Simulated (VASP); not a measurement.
Consider the following.

```
BaO
1.0
    0.00000     2.71393     2.71393
    2.71393     0.00000     2.71393
    2.71393     2.71393     0.00000
Ba O
1 1
Direct
  0.00000   0.00000   0.00000
  0.50000   0.50000   0.50000
```

The numbers are results of PBEsol GGA, VASP's PBE PAW potentials (set 64) (plane waves; VASP), not measurements. Settings: 620 eV cut-off, 8×8×8 Γ-centred mesh, Gaussian smearing of 0.050 eV, potentials Ba_sv O.

Unless said otherwise, spin-orbit coupling is left out, though it shifts the bands of the heavy elements here.

Q: What does the run give for the energy per atom (σ→0), pressure, band gap (on the k-mesh) with the smallest direct gap where there is one?

A: 
The band gap (on the k-mesh) is 1.63 eV. The smallest direct gap (on the k-mesh) is 1.63 eV and the energy per atom (σ→0) comes out as -6.182 eV/atom. The pressure is 4.99 GPa.

The compound is BaO in the rock salt structure. It was relaxed first under an external pressure of 5 GPa.
